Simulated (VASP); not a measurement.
# NaF (relaxed from the NiAs type structure, space group P6_3/mmc): computed properties

These are r2SCAN meta-GGA, VASP's PBE PAW potentials (set 64) (plane waves; VASP 6.6.1) values and carry that method's errors.

For NaF, the space group is P6_3/mmc (194) and the cell is a = 3.171 Å, b = 3.171 Å, c = 5.538 Å, α = 90.00°, β = 90.00°, γ = 120.00°. The volume per atom is 12.06 Å^3/atom and the band gap (over mesh and band path) is 7.28 eV. The smallest direct gap (over mesh and band path) comes out as 7.28 eV and the band-edge character comes out as direct, Γ to Γ. The density comes out as 2.89 g/cm³.

```
NaF
1.0
    3.17121     0.00000     0.00000
   -1.58561     2.74635     0.00000
    0.00000     0.00000     5.53788
Na F
2 2
Cartesian
  0.00000   0.00000   0.00000
  0.00000   0.00000   2.76894
  0.00000   1.83090   1.38447
  1.58561   0.91545   4.15341
```

The structure was generated: NaF was put into the NiAs type type (P6_3/mmc), which need not be its known phase. It was relaxed first, which changed the volume by -11 %. Symmetry was kept, so distortions that lower it aren't found.
